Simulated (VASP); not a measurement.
Input of a VASP 6.6.1 run:

The input INCAR:

```
PREC = Normal ; ENCUT = 520
EDIFF = 1E-5 ; ISMEAR = 0
SIGMA = 0.15 ; LREAL = Auto
LASPH = True ; NELM = 80
ALGO = Fast ; ISIF = 3
LWAVE = False ; LCHARG = False
GGA = PE ; IBRION = 2
NSW = 110 ; EDIFFG = -0.03
ISYM = 0 ; KPAR = 8
```

The input KPOINTS:

```
regular mesh
0
Gamma
  7 7 2
```

File POSCAR:

```
Sb2Te3O2
1.0
    3.9203448400      0.0155562700     -0.0102741800
   -3.8934015700      6.8493161800      0.0105918100
   -0.0299440200      0.0005344600     11.6390957100
Sb Te O
4 6 4
Direct
    0.0157393800      0.0132530300      0.0068975200
    0.9811819500      0.4991305600      0.0009109700
    0.3284233000      0.3299316500      0.2500076200
    0.3591701000      0.8383190300      0.2420040600
    0.6942121400      0.1820952300      0.4285880700
    0.6467359300      0.6722345300      0.4280752300
    0.6771838700      0.1778647000      0.8108924900
    0.6391861400      0.6692780700      0.8124233900
    0.9715046200      0.9931081400      0.6165031500
    0.0155113300      0.4974182500      0.6251365200
    0.0232296800      0.0004915200      0.1885165800
    0.9958391900      0.4964228500      0.1885466100
    0.3137515100      0.3249403400      0.0655375800
    0.3238820100      0.8273351900      0.0576371300
```

Potentials or basis: VASP PAW PBE potentials, release 64 (Sb, Te, O).

Command:

```sh
$ cat potpaw_PBE.64/Sb/POTCAR potpaw_PBE.64/Te/POTCAR potpaw_PBE.64/O/POTCAR > POTCAR
$ mpirun -np 8 vasp_std > vasp.out
```

(1) What does it give for the relaxed volume?

(2) What does it give for the relaxed cell?

(3) What does it give for the space group after relaxing (to 0.05 Å)?

(4) Predict the band gap on the k mesh.

## Answers

(1) 26.83 Å³/atom.

(2) a = 4.639 Å, b = 8.653 Å, c = 10.935 Å, α = 88.65°, β = 87.10°, γ = 120.88°.

(3) P-1 (No. 2).

(4) 0.32 eV, indirect (least direct gap 0.32 eV).

Caveat: the volume moved by over 15 % at a fixed basis, so the end points are rough; spin-orbit coupling is left out, which moves the levels of the heavy elements; an odd mesh through Γ misses points on the zone boundary, where band edges often lie.
